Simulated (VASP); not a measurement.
Here is the system:

```yaml
crystal:
  lattice:
    - [0.00000, 2.78896, 2.78896]
    - [2.78896, 0.00000, 2.78896]
    - [2.78896, 2.78896, 0.00000]
  atoms:
    - { symbol: K, position: [0.00000, 0.00000, 0.00000] }
    - { symbol: F, position: [0.50000, 0.50000, 0.50000] }
```

The numbers are results of RPBE GGA, VASP's PBE PAW potentials (set 64) (plane waves; VASP), not measurements. Run with 520 eV cut-off, Gaussian smearing of 0.050 eV, potentials K_sv F.

Task: Give the energies of bands 6 to 10 at the high-symmetry points, in eV from the valence-band maximum.

Result: 
```json
[
 {"band": "6", "Γ": "0.00", "X": "-0.24", "U": "-0.28", "L": "-0.63", "W": "-0.31"},
 {"band": "7", "Γ": "0.00", "X": "-0.07", "U": "-0.21", "L": "-0.25", "W": "-0.18"},
 {"band": "8", "Γ": "0.00", "X": "-0.07", "U": "-0.16", "L": "-0.25", "W": "-0.18"},
 {"band": "9", "Γ": "5.85", "X": "8.27", "U": "8.84", "L": "8.74", "W": "9.49"},
 {"band": "10", "Γ": "10.40", "X": "9.75", "U": "10.29", "L": "9.99", "W": "9.49"}
]
```

The gap is direct, 5.85 eV, from the valence maximum at Γ to the conduction minimum at Γ.

Measured: gap 10.90 eV (computed value off by -5.05 eV), as given by David Koller et al., Journal of Physics Condensed Matter (2013), arXiv:1304.4470.

The compound is KF in the rock salt structure. It was relaxed first, which changed the volume by +13 %.
